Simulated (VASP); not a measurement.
Here is the system:

```
CELL_PARAMETERS angstrom
      1.78245    -3.08729     0.00000
      1.78245     3.08729     0.00000
      0.00000     0.00000     5.48875
ATOMIC_POSITIONS crystal
  Y  0.33333 0.66667 0.25000
  Y  0.66667 0.33333 0.75000
```

Computed with PBEsol GGA, VASP's PBE PAW potentials (set 64) (plane waves; VASP). Settings: 480 eV cut-off, 12×12×6 Γ-centred mesh, first-order Methfessel-Paxton smearing of 0.10 eV, potentials Y_sv.

Give the stress tensor in GPa (positive for a compressed cell).

```
1.44  0.00  0.00
0.00  1.44  0.00
0.00  0.00  1.57
```
The pressure is its mean diagonal, 1.49 GPa.

The compound is Y in the hcp structure. This cell was strained or had an atom moved on purpose.
